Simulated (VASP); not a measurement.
```
CELL_PARAMETERS angstrom
      1.36939    -2.37185     0.00000
      1.36939     2.37185     0.00000
      0.00000     0.00000     4.31900
ATOMIC_POSITIONS crystal
  Os 0.33333 0.66667 0.25000
  Os 0.66667 0.33333 0.75000
```

All values below come from vdW-DF-cx, VASP's PBE PAW potentials (set 64) (plane waves; VASP). Settings: 520 eV cut-off, Gaussian smearing of 0.050 eV, potentials Os.

Unless said otherwise, spin-orbit coupling is left out, though it shifts the bands of the heavy elements here.

Task: Predict the band gap (along the path) with the smallest direct gap where there is one.

Result: 
```yaml
band gap (along the path): none (metal, semimetal or under 0.01 eV)
```

Only differences to runs with the same potentials and settings are physical.

The compound is Os in the hcp structure. It was relaxed first.
